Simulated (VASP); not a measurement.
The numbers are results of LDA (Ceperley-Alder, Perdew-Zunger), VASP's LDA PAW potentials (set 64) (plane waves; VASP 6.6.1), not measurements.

The input files of a VASP run:

**POSCAR**
```
SiO2
1
    4.1979585963     0.0000000000     0.0000000000
    0.0000000000     4.1979585963     0.0000000000
    0.0000000000     0.0000000000     2.6919345544
Si O
2 4
Direct
  0.0000000000   0.0000000000   0.0000000000
  0.5000000000   0.5000000000   0.5000000000
  0.3053900631   0.3053900631   0.0000000000
  0.8053900631   0.1946099369   0.5000000000
  0.1946099369   0.8053900631   0.5000000000
  0.6946099369   0.6946099369   0.0000000000
```

INCAR:
```
! general
SYSTEM = SiO2
PREC   = Accurate
ENCUT  = 520   ! plane-wave cut-off (eV)
LREAL  = .FALSE.
LASPH  = .TRUE.

! electronic loop
EDIFF  = 1E-7
NELM   = 100
ALGO   = Normal

! smearing
ISMEAR = 0
SIGMA  = 0.05

! ions
IBRION = 2   ! conjugate gradients
NSW    = 30
ISIF   = 4
EDIFFG = -0.01   ! ionic stop

! output
LWAVE  = .FALSE.
LCHARG = .FALSE.
```

### KPOINTS
```
K-points
0
Gamma
  5 5 8
```

POTCAR, in this order: Si O (LDA.64 set). Program: vasp_std.

Output

OSZICAR:
```
       N       E                     dE             d eps       ncg     rms          rms(c)
DAV:   1     0.160685582067E+03    0.16069E+03   -0.18232E+04  1200   0.154E+03
DAV:   2    -0.498621905880E+02   -0.21055E+03   -0.20199E+03  1636   0.324E+02
DAV:   3    -0.567157860438E+02   -0.68536E+01   -0.68371E+01  1436   0.632E+01
DAV:   4    -0.567705006241E+02   -0.54715E-01   -0.54657E-01  1420   0.644E+00
DAV:   5    -0.567711005379E+02   -0.59991E-03   -0.59984E-03  1392   0.663E-01    0.174E+01
DAV:   6    -0.520277068691E+02    0.47434E+01   -0.19152E+01  1328   0.304E+01    0.822E+00
DAV:   7    -0.519683287119E+02    0.59378E-01   -0.48224E-01  1388   0.495E+00    0.296E+00
DAV:   8    -0.519384272253E+02    0.29901E-01   -0.14951E-02  1368   0.130E+00    0.109E+00
DAV:   9    -0.519331721467E+02    0.52551E-02   -0.45174E-03  1364   0.726E-01    0.237E-01
DAV:  10    -0.519331973732E+02   -0.25227E-04   -0.45482E-04  1400   0.181E-01    0.591E-02
DAV:  11    -0.519331742682E+02    0.23105E-04   -0.81420E-05  1384   0.728E-02    0.183E-02
DAV:  12    -0.519331734635E+02    0.80464E-06   -0.87756E-06  1376   0.215E-02    0.615E-03
DAV:  13    -0.519331734555E+02    0.80277E-08   -0.40781E-07  1324   0.530E-03
   1 F= -.51933173E+02 E0= -.51933173E+02  d E =-.519332E+02
       N       E                     dE             d eps       ncg     rms          rms(c)
DAV:   1    -0.519339105039E+02   -0.73704E-03   -0.21343E+00  1228   0.123E+01    0.410E-01
DAV:   2    -0.519377165762E+02   -0.38061E-02   -0.58209E-02  1416   0.189E+00    0.190E-01
DAV:   3    -0.519366451925E+02    0.10714E-02   -0.91875E-04  1420   0.327E-01    0.892E-02
DAV:   4    -0.519364342695E+02    0.21092E-03   -0.97426E-04  1408   0.279E-01    0.193E-02
DAV:   5    -0.519364478477E+02   -0.13578E-04   -0.21319E-04  1352   0.131E-01    0.156E-02
DAV:   6    -0.519364382290E+02    0.96187E-05   -0.17275E-05  1360   0.450E-02    0.555E-03
DAV:   7    -0.519364384120E+02   -0.18294E-06   -0.29314E-06  1408   0.124E-02    0.423E-03
DAV:   8    -0.519364382980E+02    0.11400E-06   -0.21762E-07   836   0.466E-03    0.268E-03
DAV:   9    -0.519364382843E+02    0.13647E-07   -0.85719E-08   720   0.262E-03
   2 F= -.51936438E+02 E0= -.51936438E+02  d E =-.326483E-02
       N       E                     dE             d eps       ncg     rms          rms(c)
DAV:   1    -0.519365269450E+02   -0.88647E-04   -0.69805E-02  1228   0.223E+00    0.727E-02
DAV:   2    -0.519366494265E+02   -0.12248E-03   -0.18934E-03  1424   0.341E-01    0.346E-02
DAV:   3    -0.519366140359E+02    0.35391E-04   -0.30831E-05  1416   0.599E-02    0.160E-02
DAV:   4    -0.519366074381E+02    0.65977E-05   -0.31547E-05  1408   0.500E-02    0.356E-03
DAV:   5    -0.519366078535E+02   -0.41537E-06   -0.68112E-06  1348   0.233E-02    0.278E-03
DAV:   6    -0.519366075536E+02    0.29988E-06   -0.63026E-07  1368   0.857E-03    0.101E-03
DAV:   7    -0.519366075578E+02   -0.42000E-08   -0.72173E-08   712   0.204E-03
   3 F= -.51936608E+02 E0= -.51936608E+02  d E =-.343410E-02
       N       E                     dE             d eps       ncg     rms          rms(c)
DAV:   1    -0.519375594735E+02   -0.95192E-03   -0.55842E-02  1344   0.207E+00    0.178E-01
DAV:   2    -0.519371401464E+02    0.41933E-03   -0.92613E-04  1380   0.260E-01    0.989E-02
DAV:   3    -0.519369025909E+02    0.23756E-03   -0.31203E-04  1392   0.157E-01    0.680E-03
DAV:   4    -0.519369045733E+02   -0.19824E-05   -0.26649E-05  1356   0.410E-02    0.607E-03
DAV:   5    -0.519369043641E+02    0.20913E-06   -0.54881E-07  1412   0.788E-03    0.112E-03
DAV:   6    -0.519369043675E+02   -0.33342E-08   -0.15034E-07   748   0.313E-03
   4 F= -.51936904E+02 E0= -.51936904E+02  d E =-.296810E-03
```

OUTCAR:
```
------------------------ aborting loop because EDIFF is reached ----------------------------------------
  FORCE on cell =-STRESS in cart. coord.  units (eV):
  Direction    XX          YY          ZZ          XY          YZ          ZX
  --------------------------------------------------------------------------------------
  Total       -2.4862226     -2.4862226     -2.4189727      0.0000000      0.0000000      0.0000000
  in kB      -83.9672234    -83.9672234    -81.6959911      0.0000000      0.0000000      0.0000000
  external PRESSURE =     -83.2101460 kB  Pullay stress =       0.0000000 kB
  volume of cell :       47.44
      direct lattice vectors                 reciprocal lattice vectors
     4.206357262 -0.000000000  0.000000000     0.237735394  0.000000000  0.000000000
    -0.000000000  4.206357262  0.000000000     0.000000000  0.237735394  0.000000000
     0.000000000  0.000000000  2.681195529     0.000000000  0.000000000  0.372967950
 POSITION                                       TOTAL-FORCE (eV/Angst)
 -----------------------------------------------------------------------------------
      0.00000     -0.00000      2.68120        -0.000000      0.000000      0.000000
      2.10318      2.10318      1.34060        -0.000000      0.000000      0.000000
      1.28986      1.28986      0.00000         0.003108      0.003108     -0.000000
      3.39304      0.81332      1.34060         0.003108     -0.003108      0.000000
      0.81332      3.39304      1.34060        -0.003108      0.003108      0.000000
      2.91650      2.91650      2.68120        -0.003108     -0.003108      0.000000
 -----------------------------------------------------------------------------------
    total drift:                                0.000000      0.000000      0.000000
  FREE ENERGIE OF THE ION-ELECTRON SYSTEM (eV)
  ---------------------------------------------------
  free  energy   TOTEN  =       -51.9369043675 eV

  energy  without entropy=      -51.9369043675  energy(sigma->0) =      -51.93690437

 reached required accuracy - stopping structural energy minimisation
```
(Selected blocks of OUTCAR.)

### CONTCAR
```
SiO2
   1.00000000000000
     4.2063572624860166   -0.0000000000000000    0.0000000000000000
    -0.0000000000000000    4.2063572624860166    0.0000000000000000
     0.0000000000000000    0.0000000000000000    2.6811955289668630
  Si              O
     2     4
Direct
     0.0000000000000000    0.0000000000000000    1.0000000000000000
     0.5000000000000000    0.5000000000000000    0.5000000000000000
     0.3066445923471040    0.3066445923471040    0.0000000000000000
     0.8066445923471040    0.1933554076528960    0.5000000000000000
     0.1933554076528960    0.8066445923471040    0.5000000000000000
     0.6933554076528960    0.6933554076528960    1.0000000000000000
```

The compound is SiO2 in the rutile structure, stishovite, a high-pressure form. This cell is one point of a volume scan, at 1.03 of the reference volume. Symmetry was kept, so distortions that lower it aren't found.
